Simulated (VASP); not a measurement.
Input:

```yaml
crystal:
  lattice:
    - [5.51659, 0.00000, 0.00000]
    - [0.00000, 5.51659, 0.00000]
    - [0.00000, 0.00000, 5.51659]
  atoms:
    - { symbol: Ga, position: [0.00000, 0.00000, 0.00000] }
    - { symbol: Ga, position: [0.50000, 0.50000, 0.00000] }
    - { symbol: Ga, position: [0.50000, 0.00000, 0.50000] }
    - { symbol: As, position: [0.22769, 0.27231, 0.27231] }
    - { symbol: As, position: [0.77231, 0.72769, 0.27231] }
    - { symbol: As, position: [0.77231, 0.27231, 0.72769] }
    - { symbol: As, position: [0.22769, 0.72769, 0.72769] }
    - { symbol: B, position: [0.00000, 0.50000, 0.50000] }
```

Method: PBE GGA, VASP's PBE PAW potentials (set 64) (plane waves; VASP). Settings: 500 eV cut-off, 4×4×4 Γ-centred mesh, Gaussian smearing of 0.050 eV, potentials Ga_d As B.

### Question
Predict the energy per atom (σ→0), band gap (on the k-mesh) with the smallest direct gap where there is one.

### Answer

```yaml
band gap (on the k-mesh): 0.53 eV
smallest direct gap (on the k-mesh): 0.59 eV
energy per atom (σ→0): -4.413 eV/atom
```

Total energies compare only between runs with the same potentials, cut-off and functional.

The structure was generated: Ga3As4B was put into an ordered model structure (P-43m), which need not be its known phase. It was relaxed first.
